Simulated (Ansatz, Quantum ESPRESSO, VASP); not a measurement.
AgI (F-43m, 2 atoms in the cell) computed with different codes at matched settings

Self-consistent single point.

```
AgI
1.0
    0.00000     3.25000     3.25000
    3.25000     0.00000     3.25000
    3.25000     3.25000     0.00000
Ag I
1 1
Direct
  0.00000   0.00000   0.00000
  0.25000   0.25000   0.25000
```

All programs got the same cell, k-point mesh and kind of occupations (in Ansatz's words: kpoints.mp_grid.grid = 9 9 9; scf.occupations.method = fermi_dirac; scf.occupations.width = 0.0037 Ry); potentials, basis and cutoffs are each program's usual ones.

| code | model | pressure (GPa) | gap on the mesh (eV) | cutoff |
|---|---|---|---|---|
| VASP | PBE, VASP's PBE PAW potentials (set 64) | – | 1.334 | 300 eV |
| Quantum ESPRESSO | PBE, PSlibrary PAW (PBE) pseudopotentials | 1.40 | 1.330 | 50 Ry |
| Ansatz | PBE, default PAW files | 1.75 | 1.340 | default |

A dash marks a value that a program does not give, or that is left out as unsure.

Gaps are read on the mesh.

The spread over the programs that give each value: pressure within 0.35 GPa; gap on the mesh within 0.010 eV.

The starting cell has typed, rounded lattice constants, without a prior relaxation at this level. On Ansatz's run: Spin-orbit coupling is off.

Q: Why do the programs differ, and what cannot be compared?

A: Differences of this kind can come from the potentials, where these differ, and from what each basis and cutoff leave unconverged. The valence holds different numbers of electrons (VASP 18, Quantum ESPRESSO 18, Ansatz (an electronic-structure program) 36). The zero of total energies and Fermi levels follows the potentials and each program's conventions, so they are not compared here. Ansatz's pressure is given at a fixed set of plane waves, as the other plane-wave codes print theirs; with its correction for the finite basis it is 1.78 GPa. Ansatz's smearing width was typed in Ry to four decimals, so it matches the others to a few per cent.

VASP's run is marked for a possible Pulay error in its stress at this cutoff; no cutoff test was made.

Left out of this page: ABINIT, GPAW, CP2K, Elk, FLEUR and SIESTA (not drawn, or without a comparable value).

Keys are those of Ansatz 0.2.
